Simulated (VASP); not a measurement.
Input:

```
Pb4SSe3
1.0
    0.00000     3.02750     3.02750
    3.02750     0.00000     3.02750
   12.10370    12.10370     0.00628
Pb Se S
4 3 1
Cartesian
 12.04561  12.04561   0.06438
  3.00811   3.00811   0.01938
  9.09716   9.09716   6.04032
 12.16337  12.16337   6.00161
  2.99065   2.99065   3.06435
  6.05264   6.05264   3.02985
  9.11463   9.11463   2.99536
 12.10449  12.10449   3.03299
```

The numbers are results of PBEsol GGA, VASP's PBE PAW potentials (set 64) (plane waves; VASP 6.6.1), not measurements. Settings: 400 eV cut-off, 7×7×2 Γ-centred mesh, tetrahedra with Blöchl corrections, potentials Pb_d Se S.

Question: The job: Pb4SSe3 (ordered alloy cell), 8 atoms, PBEsol, static run, 400 eV, 7×7×2 Γ-centred mesh. Roughly how much core time does it take on a busy server core?

Answer: About 2 core-minutes (one run on a shared machine, a rough figure). It had 32 irreducible k-points, 48 bands, up to 4045 plane waves and 14 electronic steps.

The structure was generated: Pb4SSe3 was put into an ordered model structure (R-3m), which need not be its known phase. It was relaxed first.
